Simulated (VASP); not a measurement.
Here is the system:

```
CELL_PARAMETERS angstrom
      3.46374     0.00000     0.00000
      0.00000     3.46374     0.00000
      0.00000     0.00000     3.46374
ATOMIC_POSITIONS crystal
  Si 0.00000 0.00000 0.00000
  Ni 0.00000 0.50000 0.50000
  Ni 0.50000 0.00000 0.50000
  Ni 0.50000 0.50000 0.00000
```

The numbers are results of PBE GGA, VASP's PBE PAW potentials (set 64) (plane waves; VASP), not measurements. Settings: 300 eV cut-off, 13×13×13 Γ-centred mesh, Fermi-Dirac smearing of 0.050 eV, potentials Si Ni.

At this cut-off the stress carries a Pulay error, which pulls relaxed volumes low. Energy and stress use the plane-wave basis of the starting cell.

Task: The ions, cell shape and volume are relaxed. Which structure does the run end with?

Result: 
```
CELL_PARAMETERS angstrom
      3.50381     0.00000     0.00000
      0.00000     3.50381     0.00000
      0.00000     0.00000     3.50381
ATOMIC_POSITIONS crystal
  Si 0.00000 0.00000 0.00000
  Ni 0.00000 0.50000 0.50000
  Ni 0.50000 0.00000 0.50000
  Ni 0.50000 0.50000 0.00000
```
Space group Pm-3m (221), at a tolerance of 0.03 Å.

Task: How do energy and volume change from the first to the last step?

Result: The energy (σ→0) changes by -8.9 meV/atom and the volume by +3.5 %, in 3 ionic steps.

The structure comes from a computed database's SiNi3 entry (Pm-3m); how it stands against other phases isn't given here. This run relaxes it. Symmetry was kept, so distortions that lower it aren't found. The run is one of a series of settings (EDIFFG = -0.01, IBRION = 2, ISIF = 3, NSW = 50 against the base run), some of them coarse on purpose. The run is not spin-polarised, so no magnetic state was tried.
